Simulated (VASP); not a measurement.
# A VASP study of CdTe (PBE + D3(BJ)): structure first, properties next, part 4 of 6

Aim: relax CdTe, then compute properties on the relaxed cell. The start is a cell from a database of measured crystal structures.

VASP 6.6.1, plane waves and PAW; the level of theory is named at each step.

So far, gap on the k-mesh (eV): step 2 (relaxing cell and atoms (PBE + D3(BJ))) 0.725; step 4 (single point with fields (PBE + D3(BJ))) 0.725; step 6 (density of states (PBE + D3(BJ))) 0.729; step 7 (independent-particle dielectric function (PBE + D3(BJ))) 0.729; step 8 (core-level energies (PBE + D3(BJ))) 0.725. The relaxed cell has a = 6.509 Å (conventional setting).

## 9. Bands along the symmetry lines (PBE + D3(BJ) + SOC)

This step: PBE with D3(BJ), spin-orbit coupling; plane waves and PAW (Cd, Te) (VASP 6.6.1).

Levels along the symmetry lines show where the bands peak and cross; KPOINTS_OPT computes them in the converged potential. Spin-orbit coupling needs spinors and the noncollinear program, where each band holds one electron.

INCAR reads:

```
SYSTEM = CdTe
PREC = Accurate
ENCUT = 400
EDIFF = 1E-06
NELM = 100
ISMEAR = 0
SIGMA = 0.05
LREAL = .FALSE.
ALGO = Normal
GGA = PE
IVDW = 12
LNONCOLLINEAR = .TRUE.
MAGMOM = 0 0 0 0 0 0
NBANDS = 30
GGA_COMPAT = .FALSE.
LASPH = .TRUE.
LSORBIT = .TRUE.
LORBIT = 11
LWAVE = .FALSE.
LCHARG = .FALSE.
KPAR = 2
```

POSCAR reads:

```
CdTe
1.0
    0.0000000000      3.2547367159      3.2547367159
    3.2547367159      0.0000000000      3.2547367159
    3.2547367159      3.2547367159      0.0000000000
Cd Te
1 1
Direct
    0.0000000000      0.0000000000      0.0000000000
    0.2500000000      0.2500000000      0.2500000000
```

KPOINTS reads:

```
Automatic mesh
0
Gamma
4 4 4
0 0 0
```

KPOINTS_OPT reads:

```
Line mode
16
Line-mode
Reciprocal
  0.00000000   0.00000000   0.00000000 GAMMA
  0.50000000   0.00000000   0.50000000 X

  0.50000000   0.00000000   0.50000000 X
  0.50000000   0.25000000   0.75000000 W

  0.50000000   0.25000000   0.75000000 W
  0.37500000   0.37500000   0.75000000 K

  0.37500000   0.37500000   0.75000000 K
  0.00000000   0.00000000   0.00000000 GAMMA

  0.00000000   0.00000000   0.00000000 GAMMA
  0.50000000   0.50000000   0.50000000 L

  0.50000000   0.50000000   0.50000000 L
  0.62500000   0.25000000   0.62500000 U

  0.62500000   0.25000000   0.62500000 U
  0.50000000   0.25000000   0.75000000 W

  0.50000000   0.25000000   0.75000000 W
  0.50000000   0.50000000   0.50000000 L

  0.50000000   0.50000000   0.50000000 L
  0.37500000   0.37500000   0.75000000 K

  0.62500000   0.25000000   0.62500000 U
  0.50000000   0.00000000   0.50000000 X
```

PAW data sets: Cd and Te (PBE family, release 64).

Run with:

```
mpirun -np 2 vasp_ncl
```

What it wrote:

```text
[... set-up lines as in an earlier step ...]
 entering main loop
       N       E                     dE             d eps       ncg     rms          rms(c)
DAV:   1     0.944553293066E+02    0.94455E+02   -0.68888E+03   600   0.838E+02
DAV:   2    -0.682432729339E+00   -0.95138E+02   -0.91598E+02   710   0.238E+02
DAV:   3    -0.504357897907E+01   -0.43611E+01   -0.43372E+01   718   0.514E+01
DAV:   4    -0.509895367779E+01   -0.55375E-01   -0.55366E-01   746   0.502E+00
DAV:   5    -0.509950766539E+01   -0.55399E-03   -0.55396E-03   726   0.518E-01    0.610E+00
DAV:   6    -0.486516269616E+01    0.23434E+00   -0.35102E-01   650   0.788E+00    0.477E+00
DAV:   7    -0.484878909078E+01    0.16374E-01   -0.13642E-01   654   0.238E+00    0.238E+00
DAV:   8    -0.484989637137E+01   -0.11073E-02   -0.95910E-03   690   0.953E-01    0.102E+00
DAV:   9    -0.485010380499E+01   -0.20743E-03   -0.52626E-04   702   0.239E-01    0.354E-01
DAV:  10    -0.485038428559E+01   -0.28048E-03   -0.50014E-04   642   0.189E-01    0.632E-02
DAV:  11    -0.485041440381E+01   -0.30118E-04   -0.31309E-05   734   0.598E-02    0.288E-02
DAV:  12    -0.485044348092E+01   -0.29077E-04   -0.39839E-05   624   0.356E-02    0.194E-02
DAV:  13    -0.485044440794E+01   -0.92702E-06   -0.61467E-07   620   0.686E-03
   1 F= -.55237530E+01 E0= -.55237530E+01  d E =-.225540E-11  mag=    -0.0000     0.0000    -0.0000
 Start KPOINTS_OPT (optional k-point list driver)
k-point batch [1-10\160]
       N       E                     dE             ncg
DAV:   1     0.378514860147E+03   -0.37972E+03      608
DAV:   2    -0.633037773888E+03   -0.10116E+04      674
DAV:   3    -0.680429426904E+03   -0.47392E+02      684
DAV:   4    -0.681069681491E+03   -0.64025E+00      764
DAV:   5    -0.681076641158E+03   -0.69597E-02      684
DAV:   6    -0.681076853898E+03   -0.21274E-03      764
DAV:   7    -0.681076858643E+03   -0.47457E-05      692
DAV:   8    -0.681076858792E+03   -0.14892E-06      484
[...]
k-point batch [151-160\160]
       N       E                     dE             ncg
DAV:   1     0.205635921279E+03   -0.46374E+04      616
DAV:   2    -0.725619467919E+03   -0.93126E+03      700
DAV:   3    -0.763677570719E+03   -0.38058E+02      752
DAV:   4    -0.764112858621E+03   -0.43529E+00      804
DAV:   5    -0.764116690245E+03   -0.38316E-02      734
DAV:   6    -0.764116777377E+03   -0.87132E-04      828
DAV:   7    -0.764116779535E+03   -0.21579E-05      654
DAV:   8    -0.764116779598E+03   -0.63726E-07      526
```

Elapsed: 2.1 min, on 2 MPI ranks of AMD EPYC 9R14 (Zen 4), shared host; peak memory 0.53 GiB.

From OUTCAR (step 9):

```text
   k-points           NKPTS =     10   k-points in BZ     NKDIM =     10   number of bands    NBANDS=     30

   NELECT =      18.0000    total number of electrons

 E-fermi :   2.7526

 k-point     1 :       0.0000    0.0000    0.0000
  band No.  band energies     occupation
    ...
     14       1.6985      1.00000
     15       2.5258      1.00000
     16       2.5258      1.00000
     17       2.5258      1.00000
     18       2.5258      1.00000
     19       2.9745      0.00000
     20       2.9745      0.00000
     21       6.6203      0.00000
     22       6.6203      0.00000
     23       6.9510      0.00000
    ...

 Edisp (eV)   -0.67331

  Total       0.09003     0.09003     0.09003     0.00000     0.00000    -0.00000
  in kB       2.09180     2.09180     2.09180     0.00000     0.00000    -0.00000
  external pressure =        2.09 kB  Pullay stress =        0.00 kB

 POSITION                                       TOTAL-FORCE (eV/Angst)
 -----------------------------------------------------------------------------------
      0.00000      0.00000      0.00000        -0.000000     -0.000000     -0.000000
      1.62737      1.62737      1.62737         0.000000      0.000000      0.000000
 -----------------------------------------------------------------------------------
    total drift:                                0.000000      0.000000      0.000000

  FREE ENERGIE OF THE ION-ELECTRON SYSTEM (eV)
  ---------------------------------------------------
  free  energy   TOTEN  =        -5.5237530374 eV

  energy  without entropy=       -5.5237530374  energy(sigma->0) =       -5.52375304

 Spin-Orbit-Coupling matrix elements
 Ion:    1  E_soc:     -0.0600689
 Ion:    2  E_soc:     -0.1931808

 magnetization (x)
# of ion       s       p       d       tot
------------------------------------------
    1       -0.000  -0.000  -0.000  -0.000
    2       -0.000  -0.000   0.000  -0.000
--------------------------------------------------
tot         -0.000  -0.000  -0.000  -0.000

 magnetization (y)
# of ion       s       p       d       tot
------------------------------------------
    1        0.000   0.000  -0.000  -0.000
    2        0.000   0.000   0.000   0.000
--------------------------------------------------
tot          0.000   0.000  -0.000   0.000

 magnetization (z)
# of ion       s       p       d       tot
------------------------------------------
    1       -0.000  -0.000   0.000  -0.000
    2       -0.000   0.000  -0.000  -0.000
--------------------------------------------------
tot         -0.000   0.000   0.000  -0.000

[... 6 parts as in an earlier step ...]

[... 10 further parts left out ...]
```

LASPH is switched on together with spin-orbit coupling, so the change from the scalar run holds both.

This step gave:

- bands: 30
- free energy (TOTEN): -5.524 eV
- Fermi energy: 2.753 eV
- pressure: 0.2092 GPa
- least gap on mesh and path: 0.4485 eV
- least direct gap on mesh and path: 0.4486 eV

On-site spin-orbit energy by atom:

```
atom  on-site spin-orbit energy (eV)
 Cd1                          -0.060
 Te2                          -0.193
```

Electronic bands along the path, in eV, zero at the valence-band top; v1 is the highest filled band, c1 the lowest empty one:

```
          point     v4     v3     v2     v1    c1    c2    c3    c4
              Γ   0.00   0.00   0.00   0.00  0.45  0.45  4.09  4.09
0.53 of the way  -1.61  -1.61  -1.24  -1.24  2.63  2.63  3.03  3.03
              X  -2.27  -2.27  -1.94  -1.94  2.35  2.35  2.39  2.39
0.53 of the way  -2.61  -2.34  -2.19  -2.16  2.97  3.13  3.15  3.19
              W  -2.84  -2.39  -2.38  -2.35  3.71  4.10  4.40  4.45
0.53 of the way  -2.90  -2.60  -2.05  -1.97  3.05  3.18  4.16  4.33
              K  -2.95  -2.67  -1.78  -1.75  2.59  2.63  4.13  4.31
0.47 of the way  -2.03  -1.79  -0.75  -0.74  2.51  2.68  4.64  4.77
              Γ   0.00   0.00   0.00   0.00  0.45  0.45  4.09  4.09
0.53 of the way  -0.99  -0.99  -0.48  -0.47  1.68  1.68  4.78  4.78
              L  -1.29  -1.29  -0.78  -0.78  1.52  1.52  4.83  4.83
0.53 of the way  -2.38  -2.17  -1.36  -1.33  2.58  2.69  4.46  4.55
              U  -2.95  -2.67  -1.78  -1.75  2.59  2.63  4.13  4.31
0.47 of the way  -2.90  -2.60  -2.05  -1.97  3.05  3.18  4.16  4.33
              W  -2.84  -2.39  -2.38  -2.35  3.71  4.10  4.40  4.45
0.47 of the way  -2.55  -2.29  -1.60  -1.50  2.93  3.11  4.31  4.33
              L  -1.29  -1.29  -0.78  -0.78  1.52  1.52  4.83  4.83
0.47 of the way  -2.20  -2.01  -1.28  -1.25  2.46  2.58  4.46  4.51
              K  -2.95  -2.67  -1.78  -1.75  2.59  2.63  4.13  4.31
      jump to U  -2.95  -2.67  -1.78  -1.75  2.59  2.63  4.13  4.31
0.47 of the way  -2.57  -2.37  -1.98  -1.93  2.43  2.45  3.00  3.08
              X  -2.27  -2.27  -1.94  -1.94  2.35  2.35  2.39  2.39
```

Of the projections kept (Cd, Te), the largest for each band there; the rest of the weight can lie on other orbitals:

```
point       v4       v3       v2       v1       c1       c2       c3       c4
    Γ  Te 0.83  Te 0.83  Te 0.83  Te 0.83  Cd 0.57  Cd 0.57  Cd 0.74  Cd 0.74
    X  Te 0.80  Te 0.80  Te 0.78  Te 0.78  Cd 0.60  Cd 0.60  Cd 0.61  Cd 0.61
    W  Te 0.77  Te 0.76  Te 0.78  Te 0.75  Te 0.54  Te 0.56  Te 0.73  Te 0.72
    K  Te 0.78  Te 0.75  Te 0.79  Te 0.79  Cd 0.60  Cd 0.60  Te 0.60  Te 0.61
    Γ  Te 0.83  Te 0.83  Te 0.83  Te 0.83  Cd 0.57  Cd 0.57  Cd 0.74  Cd 0.74
    L  Te 0.80  Te 0.80  Te 0.81  Te 0.81  Cd 0.63  Cd 0.63  Cd 0.62  Cd 0.62
```

The gap moves by -0.28 eV against PBE with D3(BJ), which ran on another mesh.

## 10. Starting orbitals for the hybrid

This step: PBE; plane waves and PAW (Cd, Te) (VASP 6.6.1).

A hybrid converges badly from random orbitals, so a cheap semilocal run writes a WAVECAR on the same mesh first.

INCAR reads:

```
SYSTEM = CdTe
PREC = Accurate
ENCUT = 400
EDIFF = 1E-05
NELM = 100
ISMEAR = 0
SIGMA = 0.05
LREAL = .FALSE.
ALGO = Normal
GGA = PE
NBANDS = 15
LORBIT = 11
LWAVE = .TRUE.
LCHARG = .FALSE.
KPAR = 2
```

POSCAR is that of step 9.

KPOINTS is that of step 9.

Run with:

```
mpirun -np 2 vasp_std
```

What it wrote:

```text
[... set-up lines as in an earlier step ...]
 entering main loop
       N       E                     dE             d eps       ncg     rms          rms(c)
DAV:   1     0.880211729741E+02    0.88021E+02   -0.69836E+03   240   0.834E+02
DAV:   2    -0.149455929287E+01   -0.89516E+02   -0.85627E+02   268   0.224E+02
DAV:   3    -0.493779769927E+01   -0.34432E+01   -0.34338E+01   303   0.474E+01
DAV:   4    -0.497068783234E+01   -0.32890E-01   -0.32888E-01   367   0.395E+00
DAV:   5    -0.497075807035E+01   -0.70238E-04   -0.70238E-04   324   0.169E-01    0.546E+00
DAV:   6    -0.474059507810E+01    0.23016E+00   -0.40596E-01   268   0.778E+00    0.449E+00
DAV:   7    -0.472284373738E+01    0.17751E-01   -0.12098E-01   282   0.231E+00    0.174E+00
DAV:   8    -0.472391166997E+01   -0.10679E-02   -0.11470E-02   268   0.126E+00    0.515E-01
DAV:   9    -0.472432105063E+01   -0.40938E-03   -0.96079E-04   261   0.323E-01    0.120E-01
DAV:  10    -0.472440668534E+01   -0.85635E-04   -0.12790E-04   289   0.104E-01    0.546E-02
DAV:  11    -0.472445593900E+01   -0.49254E-04   -0.91385E-05   254   0.599E-02    0.366E-02
DAV:  12    -0.472445484310E+01    0.10959E-05   -0.31839E-06   204   0.150E-02
   1 F= -.47244548E+01 E0= -.47244548E+01  d E =-.472295E-11
 writing wavefunctions
```

Wall time 4 s (2 MPI ranks); peak memory 0.26 GiB.

OUTCAR, selected parts (step 10):

```text
   k-points           NKPTS =      8   k-points in BZ     NKDIM =      8   number of bands    NBANDS=     15

   NELECT =      18.0000    total number of electrons

 E-fermi :   2.4758

 k-point     1 :       0.0000    0.0000    0.0000
  band No.  band energies     occupation
    ...
      5      -5.7671      2.00000
      6      -5.7671      2.00000
      7       2.2553      2.00000
      8       2.2553      2.00000
      9       2.2553      2.00000
     10       2.9720      0.00000
     11       6.8461      0.00000
     12       6.8461      0.00000
     13       6.8461      0.00000
     14       9.6933      0.00000
    ...

  Total        0.8687774      0.8687774      0.8687774     -0.0000000      0.0000000     -0.0000000
  in kB       20.1855931     20.1855931     20.1855931     -0.0000000      0.0000000     -0.0000000
  external PRESSURE =      20.1855931 kB  Pullay stress =       0.0000000 kB

  FREE ENERGIE OF THE ION-ELECTRON SYSTEM (eV)
  ---------------------------------------------------
  free  energy   TOTEN  =        -4.7244548431 eV

  energy  without entropy=       -4.7244548431  energy(sigma->0) =       -4.72445484

[... 7 parts as in an earlier step ...]

[... 10 further parts left out ...]
```

At this level the cell is under a pressure of 2.0 GPa, so at these settings it is away from equilibrium.

A gap read on the k-mesh alone can miss the band edges.

Numbers from this step:

```yaml
scf_cycles: 12
bands: 15
irreducible_k_points: 8
free_energy_toten: -4.724 eV
fermi_energy: 2.476 eV
pressure: 2.019 GPa
gap_on_the_k_mesh: 0.7167 eV
least_direct_gap_on_the_k_mesh: 0.7167 eV
```

(Part 4 of 6 ends here.)

[Lines on the potential files, build, host, timing and source positions are cut from VASP's logs without a mark.]

[Logs are printed without paths, hosts, clocks, repeated set-up lines and the standing remarks that a program may print on its own settings, such as how far it seeks lower states.]

[Hosts, paths, dates, database ids (printed as entryN), source tags and the programs' standing remarks are cut or masked in the printed files.]

[A measured line is paired with the nearest computed mode of its activity, which favours agreement.]
